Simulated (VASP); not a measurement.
VASP input:

File KPOINTS:
```
kpoints
0
Gamma
  3 3 3
0 0 0
```

### INCAR
```
SYSTEM = V
PREC = Accurate
ENCUT = 180
EDIFF = 1E-6
NELM = 100
ALGO = Normal
LREAL = .FALSE.
LASPH = .TRUE.
ISMEAR = 0
SIGMA = 0.272
LMAXMIX = 4
LWAVE = .FALSE.
LCHARG = .FALSE.
ISIF = 2
```

POSCAR:
```
V
3.0122240
 -0.5000000000   0.5000000000   0.5000000000
  0.5000000000  -0.5000000000   0.5000000000
  0.5000000000   0.5000000000  -0.5000000000
V
1
Cartesian
  0.0000000000   0.0000000000   0.0000000000
```

POTCAR, in this order: V_sv (LDA.64 set). Program: vasp_std.

Write an equivalent input for Quantum ESPRESSO's pw.x.

One equivalent input (not run):
```
&CONTROL
  calculation = 'scf'
  pseudo_dir = './pseudo'
  outdir = './out'
  tprnfor = .true.
  tstress = .true.
/
&SYSTEM
  ibrav = 0
  nat = 1
  ntyp = 1
  ecutwfc = 84
  occupations = 'smearing'
  smearing = 'gaussian'
  degauss = 0.01999
  input_dft = 'pz'
/
&ELECTRONS
  conv_thr = 7.3e-08
  electron_maxstep = 100
/
ATOMIC_SPECIES
  V 50.941 V.upf
CELL_PARAMETERS angstrom
    -1.5061120    1.5061120    1.5061120
     1.5061120   -1.5061120    1.5061120
     1.5061120    1.5061120   -1.5061120
ATOMIC_POSITIONS crystal
  V    0.0000000  0.0000000  0.0000000
K_POINTS automatic
  3 3 3 0 0 0
```
Limits of the translation: the potentials are each code's own (VASP's PAW set, PseudoDojo norm-conserving files in pw.x), so ENCUT and ecutwfc are chosen apart and not converted; conv_thr bounds pw.x's estimated SCF error, while EDIFF bounds the energy change between steps.

The structure comes from a computed database's V entry; how it stands against other phases isn't given here. The cell was not relaxed at this level. The k-mesh is coarse (spacing up to 0.98 per Å, 2π included), so the numbers may not be converged in it. The run is one of a series of settings (ENCUT = 180, GGA removed, ISMEAR = 0, SIGMA = 0.272, KPOINTS 3×3×3 Γ-centred mesh, POTCAR V_sv (LDA.64 set) against the base run), some of them coarse on purpose.
